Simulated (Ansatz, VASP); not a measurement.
**V (V wire along [111], 13 atoms a period): VASP beside Ansatz**

One calculation is typed for both programs; each brings its own data sets. How far apart do they land? Of the first pair: The structure shown is the start of the Ansatz relaxation below; VASP solves that cell, so the two are compared at the walk's first step.

Main program and level: Ansatz 0.2.0; plane waves, with VASP 6.6.1 beside it; PBE.

## (1) The structure

The cell holds 13 atoms: 13 V. Its edges and angles: a = 15.257 Å, b = 14.124 Å, c = 2.589 Å, α = 90.0°, β = 90.0°, γ = 90.0°. Vacuum lies along a and b. The structure's axis is c.

## (2) Ansatz: relaxation, PBE

Ansatz runs on its PAW soft_1 files.

The two programs are compared at the cell with which this relaxation starts, whose forces are those of its first step.

Input file input.yaml:

```yaml
crystal:
  lattice:
    - [15.257, 0.0, 0.0]
    - [0.0, 14.124, 0.0]
    - [0.0, 0.0, 2.5894159573]
  atoms:
    - { symbol: V, position: [0.222848529, 0.499999091, 0.0] }
    - { symbol: V, position: [0.361424217, 0.759273176, 0.0] }
    - { symbol: V, position: [0.499999905, 0.499999091, 0.0] }
    - { symbol: V, position: [0.638575593, 0.759273176, 0.0] }
    - { symbol: V, position: [0.361424217, 0.413574397, 0.333333333] }
    - { symbol: V, position: [0.499999905, 0.672848481, 0.333333333] }
    - { symbol: V, position: [0.638575593, 0.413574397, 0.333333333] }
    - { symbol: V, position: [0.361424217, 0.586423786, 0.666666667] }
    - { symbol: V, position: [0.499999905, 0.327149702, 0.666666667] }
    - { symbol: V, position: [0.638575593, 0.586423786, 0.666666667] }
    - { symbol: V, position: [0.361424217, 0.240725007, 0.0] }
    - { symbol: V, position: [0.638575593, 0.240725007, 0.0] }
    - { symbol: V, position: [0.777151282, 0.499999091, 0.0] }
kpoints:
  mp_grid: { grid: [1, 1, 31] }
scf:
  occupations: { method: fermi_dirac, width: 0.05 }
hamiltonian:
  xc: pbe
  pseudopotentials: { kind: paw, azcp: { folder: soft_1 } }
relax:
  cell: { fix: [a, b, alpha, beta, gamma] }
  max_steps: 45
  f_tol: 0.03
```

Launch:

```
ansatz run input.yaml --threads 4 --pin off --max-ram 16384MiB --backend cpu --events-out ev --progress --plain --runs-dir out
```

Numbers of over 12 decimals in the logs are rounded to 6 here.

The program printed:

```text
Engine: ansatz 0.2.0, x86_64-unknown-linux-gnu
Pseudopotentials: kind: paw
Pseudopotential: V, paw, valence charge 13, recommended cutoff 420 eV (normal), soft_1/V.paw.azcp
Functional definition: PBE
  parameter kappa = 0.804
  parameter beta = 0.066725
  exchange = pbe_x(kappa = kappa, mu = beta*pi^2/3)
  correlation = pbe_c(beta = beta)
Crystal: 13 atoms, lattice volume = 557.993 Å³
Basis set: ecut = 420 eV, 10925 PW (Γ), exchange–correlation on 216×192×36 points (8 copies of the dense FFT grid, shifted against one another)
Bands: 102, of which v1, the nominal top of the filled ones, is band 85 counted from 1 (84 counted from 0)
Symmetry: 4 space group operations
Space group: P2/m (ITA 10), of the structure as read, at distance tolerance 8.2e-5 Å
k-points: 16 of 31
Non-local potential: V, projectors of the file, l = 0: 3, l = 1: 2, l = 2: 3, l = 3: 1
PAW form: soft (Blöchl's): semilocal exchange-correlation on the pseudo side does not see the compensation charge
PAW one-centre angular grid: V, 590 points (default); XC on 64 Gauss nodes
Initial density: superposition of atomic densities (neutral atoms: chi_scale 0, normalization atom)
Initial wavefunctions: pseudopotential atomic-orbital guess
Functional: x = pbe(κ = 0.804, μ = 0.219515), c = pbe(β = 0.066725)
SCF iter   1: F=—  HF=-37870.251187 eV  |F-HF|=—  |Δ(HF+E_count)|=         —  Δρ=1.06e-1  dr2=4.61e2  ethr=3.10e-3  ⟨swp⟩=10.5  Hψ=7582  notcnv=0
preconditioner: auto → LDOS  [metal: Δε(μ)=0.009 eV  Ē_g=3.254 eV  σ=0.050 eV  W_gap=0.05  n_scr=84 (ndim 8)  ℏωp=12.7 eV  f_vac=0.493  D(μ)=20.69/eV (n_scr^D=140)  β→1.0]
SCF iter   2: F=—  HF=-37888.773626 eV  |F-HF|=—  |Δ(HF+E_count)|=    1.85e1  Δρ=1.56e-1  dr2=1.18e3  ethr=3.10e-3  ⟨swp⟩=13.6  Hψ=12637  notcnv=0  defer=29  recentre
SCF iter   3: F=—  HF=-37849.429022 eV  |F-HF|=—  |Δ(HF+E_count)|=    3.93e1  Δρ=4.88e-2  dr2=9.89e1  ethr=3.10e-3  ⟨swp⟩=12.7  Hψ=10049  notcnv=0  defer=9
SCF iter   4: F=—  HF=-37845.199088 eV  |F-HF|=—  |Δ(HF+E_count)|=    4.23e0  Δρ=9.73e-3  dr2=5.64e0  ethr=3.10e-3  ⟨swp⟩=7.1  Hψ=4104  notcnv=0  defer=12
SCF iter   5: F=—  HF=-37844.963990 eV  |F-HF|=—  |Δ(HF+E_count)|=   2.35e-1  Δρ=8.27e-3  dr2=1.52e0  ethr=3.10e-3  ⟨swp⟩=5.5  Hψ=2919  notcnv=0  defer=13
SCF iter   6: F=—  HF=-37844.968932 eV  |F-HF|=—  |Δ(HF+E_count)|=   4.94e-3  Δρ=4.14e-3  dr2=1.98e-1  ethr=8.99e-4  ⟨swp⟩=3.8  Hψ=2322  notcnv=0  defer=9
SCF iter   7: F=—  HF=-37844.949879 eV  |F-HF|=—  |Δ(HF+E_count)|=   1.91e-2  Δρ=1.86e-3  dr2=2.32e-1  ethr=1.17e-4  ⟨swp⟩=4.6  Hψ=2559  notcnv=0  defer=11
SCF iter   8: F=—  HF=-37844.940324 eV  |F-HF|=—  |Δ(HF+E_count)|=   9.56e-3  Δρ=9.51e-4  dr2=1.10e-2  ethr=1.17e-4  ⟨swp⟩=3.1  Hψ=1986  notcnv=0  defer=7
SCF iter   9: F=—  HF=-37844.940375 eV  |F-HF|=—  |Δ(HF+E_count)|=   5.12e-5  Δρ=4.43e-4  dr2=4.40e-3  ethr=6.49e-6  ⟨swp⟩=2.7  Hψ=2101  notcnv=0  defer=5
SCF iter  10: F=—  HF=-37844.940370 eV  |F-HF|=—  |Δ(HF+E_count)|=   5.24e-6  Δρ=2.14e-4  dr2=1.52e-3  ethr=2.60e-6  ⟨swp⟩=1.9  Hψ=1787  notcnv=0  defer=5
SCF iter  11: F=—  HF=-37844.940346 eV  |F-HF|=—  |Δ(HF+E_count)|=   2.35e-5  Δρ=4.64e-5  dr2=6.97e-5  ethr=9.02e-7  ⟨swp⟩=2.1  Hψ=2003  notcnv=0  defer=5
SCF iter  12: F=—  HF=-37844.941201 eV  |F-HF|=—  |Δ(HF+E_count)|=   8.54e-4  Δρ=2.30e-5  dr2=8.84e-6  ethr=4.12e-8  ⟨swp⟩=2.9  Hψ=2074  notcnv=0  defer=5
SCF iter  13: F=—  HF=-37844.941201 eV  |F-HF|=—  |Δ(HF+E_count)|=   8.93e-8  Δρ=8.62e-6  dr2=7.64e-7  ethr=5.23e-9  ⟨swp⟩=2.5  Hψ=1972  notcnv=0  defer=5
SCF iter  14: F=—  HF=-37844.941201 eV  |F-HF|=—  |Δ(HF+E_count)|=   3.65e-8  Δρ=2.68e-6  dr2=1.25e-7  ethr=4.52e-10  ⟨swp⟩=2.6  Hψ=2283  notcnv=0  defer=4
SCF iter  15: F=-37844.941201 eV  HF=-37844.941201 eV  |F-HF|=9.74e-9  |Δ(HF+E_count)|=   3.36e-9  Δρ=1.15e-6  dr2=1.22e-8  ethr=5.92e-11  ⟨swp⟩=5.1  Hψ=4240  notcnv=0
SCF 1 converged in 15 iterations: F = -37844.941201 eV  dr2 = 1.22e-8
  greatest PAW one-centre occupation: 1.000 electrons in one spin orbital (limit 2), on the V atom at site 2 (counted from 0), in its partial waves of l = 0
relax step   1: F+E_penalty+E_count = -37844.94120084 eV  Δ(F+E_penalty+E_count) = +0.000e0 eV  max|allowed force component| = 1.613e0 eV/Å  Δτ_max = 0.0000 Å  P = -4.733 GPa  Ω = 557.993 Å³  fix = [a, b, alpha, beta, gamma]  reactions: a -4.116, b -4.125 GPa; alpha +0.001 GPa/rad  (15 SCF iters, dr2 threshold 1.00e-7 eV, accepted)
[...]
relax step   5: F+E_penalty+E_count = -37846.85443667 eV  Δ(F+E_penalty+E_count) = -5.258e-2 eV  max|allowed force component| = 1.672e-1 eV/Å  Δτ_max = 0.0208 Å  P = +0.080 GPa  Ω = 507.494 Å³  energy of the carried Pulay correction = +1.349e-2 eV  fix = [a, b, alpha, beta, gamma]  reactions: a +0.193, b +0.145 GPa; alpha +0.009 GPa/rad  (7 SCF iters, dr2 threshold 1.30e-6 eV, accepted)
[...]
relax step   6: F+E_penalty+E_count = -37846.87466011 eV  Δ(F+E_penalty+E_count) = -2.022e-2 eV  max|allowed force component| = 1.585e-2 eV/Å  Δτ_max = 0.0232 Å  P = -0.046 GPa  Ω = 504.583 Å³  energy of the carried Pulay correction = +1.431e-2 eV  fix = [a, b, alpha, beta, gamma]  reactions: a -0.031, b -0.072 GPa; alpha +0.006 GPa/rad  (7 SCF iters, dr2 threshold 1.30e-6 eV, accepted)
[...]
relax step   7: F+E_penalty+E_count = -37846.85971665 eV  Δ(F+E_penalty+E_count) = +1.494e-2 eV  max|allowed force component| = 1.497e-2 eV/Å  Δτ_max = 0.0000 Å  P = -0.041 GPa  Ω = 504.583 Å³  fix = [a, b, alpha, beta, gamma]  reactions: a -0.022, b -0.062 GPa; alpha +0.006 GPa/rad  stress off target by 3.99e-2 GPa on what of the cell is left free  SCF on the basis re-selected at this cell (its energy is not comparable with the rows above)  (9 SCF iters)
basis re-selected at this cell: Δ(F+E_penalty+E_count) = +1.494e-2 eV, ΔP = +0.005 GPa vs the last step (what re-selecting the basis moved, of the pressure what is left beyond the Pulay correction that the steps carried, after the strain that the cell walked since its last selection, with what the two solves' SCF thresholds leave and, on support functions, any second-order correction that the steps lacked; it is no measure of the basis error at this ecutwfc). The dense FFT grid was sized anew with the basis: this SCF ran on 108×96×16 points, the steps before it on 108×96×18, so part of this shift can come from that change (see relax.cell in the input reference). [rest of the remark cut]
SCF converged after 9 iterations
Free energy (F): -37846.859717 eV
Harris-Foulkes:  -37846.859717 eV  (|F-HF|=2.91e-11)
Internal energy: -37846.716831 eV  (E = F + TS)
E sigma→0 (E₀):  -37846.788274 eV
Entropy (-TS):   -0.142885 eV (-10.991 meV/atom)
Fermi energy:    3.560781 eV
--- Per-component energies (eV) ---
  E_band       = -4083.373297
  E_kinetic    = 3849.007755
  E_local      = -96771.003961  (includes V_loc(G=0)·N_el)
  E_nonlocal   = 1097.588793
  E_hartree    = 46202.264643
  E_xc         = -1484.344846
  E_vxc        = -1876.756021  (∫ρ·V_xc dr)
  E_paw        = -14648.029701  (= ΣΔE_a)
  E_vpaw       = -2786.752636  (= ΣTr[D̂ρ^β])
  E_aug_tail   = 0.014092  (compensation charges beyond the density's cutoff)
  E_ewald      = 23907.786393
  E_smearing   = -0.142885  (= −TS)
  E_closure    = 0.000000  (closes the sum)
  Σ components = -37846.859717   (vs F -37846.859717, Δ=0.00e0)
--- Forces (eV/Å), atoms counted from 1 ---
  atom   1  V     -0.00973557     0.00000000    -0.00000000
  atom   2  V     -0.00543876     0.00926759    -0.00054594
  atom   3  V      0.00000000     0.00000000     0.00000000
  atom   4  V      0.00543876     0.00926759    -0.00054594
  atom   5  V      0.01320023     0.00587517     0.00971346
  atom   6  V     -0.00000000    -0.01497264     0.01058253
  atom   7  V     -0.01320023     0.00587517     0.00971346
  atom   8  V      0.01320023    -0.00587517    -0.00971346
  atom   9  V      0.00000000     0.01497264    -0.01058253
  atom  10  V     -0.01320023    -0.00587517    -0.00971346
  atom  11  V     -0.00543876    -0.00926759     0.00054594
  atom  12  V      0.00543876    -0.00926759     0.00054594
  atom  13  V      0.00973557    -0.00000000     0.00000000
  max |Σ_I F_I| component: 3.47e-18 eV/Å
--- Stress (GPa, compression-positive) ---
       -0.021815      -0.000000      -0.000000
       -0.000000      -0.061964      -0.005868
       -0.000000      -0.005868      -0.039863
  P = ⅓ Tr σ = -0.0412 GPa (-0.412 kbar)
--- Relaxed structure (6 steps of the walk, 6 accepted, 1 SCFs on fresh bases) ---
  F+E_penalty+E_count = -37846.85971665 eV   max|allowed force component| = 1.497e-2 eV/Å   (the final SCF, on the basis selected at the relaxed cell)
  cell:  # Å, volume = 504.5834 Å³
    - [15.257, 0, 0]
    - [0, 14.124, 0]
    - [0, 0, 2.341565]
  atoms:
    - { symbol: V, position: [0.226753, 0.500000, 0] }
    - { symbol: V, position: [0.363292, 0.755807, 0.000613456] }
    - { symbol: V, position: [0.5, 0.500000, 0] }
    - { symbol: V, position: [0.636708, 0.755807, 0.000613456] }
    - { symbol: V, position: [0.354464, 0.409149, 0.365956] }
    - { symbol: V, position: [0.5, 0.681662, 0.366580] }
    - { symbol: V, position: [0.645536, 0.409149, 0.365956] }
    - { symbol: V, position: [0.354464, 0.590851, 0.634044] }
    - { symbol: V, position: [0.5, 0.318338, 0.633420] }
    - { symbol: V, position: [0.645536, 0.590851, 0.634044] }
    - { symbol: V, position: [0.363292, 0.244193, -0.000613456] }
    - { symbol: V, position: [0.636708, 0.244193, -0.000613456] }
    - { symbol: V, position: [0.773247, 0.500000, 0] }
```

Reading the cycles: dr2 is the Hartree energy of the density residual (eV), the measure of convergence; HF is the Harris–Foulkes estimate of the energy, which meets the free energy F at convergence.

(Part 1 of 2 ends here.)

[Lines on the potential files, build, host, timing and source positions are cut from VASP's logs without a mark.]

[Logs are printed without paths, hosts, clocks, repeated set-up lines and the standing remarks that a program may print on its own settings, such as how far it seeks lower states.]

[Hosts, paths, dates, database ids (printed as entryN), source tags and the programs' standing remarks are cut or masked in the printed files.]
